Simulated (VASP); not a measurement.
Energy against volume of BaZrO₃ (cubic perovskite). These are r2SCAN+rVV10, VASP's PBE PAW potentials (set 64) (plane waves; VASP) values and carry that method's errors. Run with 520 eV cut-off, 5×5×5 Γ-centred mesh, Gaussian smearing of 0.050 eV, potentials Ba_sv Zr_sv O.

```
V (Å³/atom)  E (eV/atom)
-----------  -----------
14.415         -16.83146
14.861         -16.83929
15.307         -16.83311
15.752         -16.81503
```

Problem. Fit these four points and predict the energy of the run at 13.969 Å³/atom.

Solution. A cubic in V^(−2/3), the third-order Birch-Murnaghan form, passes through the four points with V0 = 14.88 Å³/atom and B0 = 167 GPa, and gives -16.8072 eV/atom there. The run gave -16.8072 eV/atom, +0.0 meV/atom from the fit; all five points give B0 = 167 GPa.

The compound is BaZrO3 in the cubic perovskite structure. It was relaxed first.
